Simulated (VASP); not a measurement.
Energy against volume of MgO (rock salt). These are r2SCAN meta-GGA, VASP's PBE PAW potentials (set 64) (plane waves; VASP) values and carry that method's errors. Run with 520 eV cut-off, 11×11×11 Γ-centred mesh, Gaussian smearing of 0.050 eV, potentials Mg O.

```tsv
V (Å³/atom)	E (eV/atom)
8.673	-8.06008
8.950	-8.07557
9.227	-8.08068
9.503	-8.07688
```

Fit these four points and predict the energy of the run at 9.780 Å³/atom.

A cubic in V^(−2/3), the third-order Birch-Murnaghan form, passes through the four points with V0 = 9.24 Å³/atom and B0 = 171 GPa, and gives -8.0654 eV/atom there. The run gave -8.0655 eV/atom, -0.1 meV/atom from the fit; all five points give B0 = 170 GPa.

The compound is MgO in the rock salt structure. It was relaxed first.
